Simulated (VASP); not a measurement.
OSZICAR of a VASP run on PbF2 (fluorite):

### OSZICAR
```
       N       E                     dE             d eps       ncg     rms          rms(c)
DAV:   1     0.302316372469E+03    0.30232E+03   -0.15008E+04   720   0.177E+03
DAV:   2     0.989995805860E+01   -0.29242E+03   -0.28261E+03   836   0.452E+02
DAV:   3    -0.156265721382E+02   -0.25527E+02   -0.25314E+02   832   0.150E+02
DAV:   4    -0.163895691421E+02   -0.76300E+00   -0.76245E+00   810   0.276E+01
DAV:   5    -0.164160185605E+02   -0.26449E-01   -0.26449E-01   822   0.501E+00    0.813E+00
DAV:   6    -0.143666100782E+02    0.20494E+01   -0.11041E+01   930   0.270E+01    0.286E+00
DAV:   7    -0.143531095817E+02    0.13500E-01   -0.49933E-01   722   0.477E+00    0.160E+00
DAV:   8    -0.143451772583E+02    0.79323E-02   -0.11149E-01   720   0.395E+00    0.487E-01
DAV:   9    -0.143430246977E+02    0.21526E-02   -0.21494E-02   798   0.108E+00    0.107E-01
DAV:  10    -0.143442232923E+02   -0.11986E-02   -0.21006E-03   720   0.558E-01    0.360E-02
DAV:  11    -0.143441854588E+02    0.37834E-04   -0.17701E-04   764   0.158E-01    0.179E-02
DAV:  12    -0.143441949242E+02   -0.94654E-05   -0.90593E-05   842   0.103E-01    0.121E-02
DAV:  13    -0.143441932595E+02    0.16647E-05   -0.31597E-05   788   0.599E-02    0.456E-03
DAV:  14    -0.143441930600E+02    0.19945E-06   -0.23536E-06   762   0.113E-02    0.654E-04
DAV:  15    -0.143441930952E+02   -0.35206E-07   -0.48016E-08   436   0.189E-03
   1 F= -.14344193E+02 E0= -.14344193E+02  d E =-.265572E-21
```

Task: Which electronic solver shows in the log?

Result: It is blocked Davidson (ALGO = Normal, or the opening steps of other solvers). The INCAR had ALGO = Normal.

Task: Can the final energy be trusted as converged?

Result: Self-consistency was reached. It stopped with EDIFF = 1E-7, NELM = 100 (PBE GGA, plane waves, VASP's PBE PAW potentials (set 64)).

The compound is PbF2 in the fluorite structure, the β form. This cell is one point of a volume scan, at 1.03 of the reference volume.
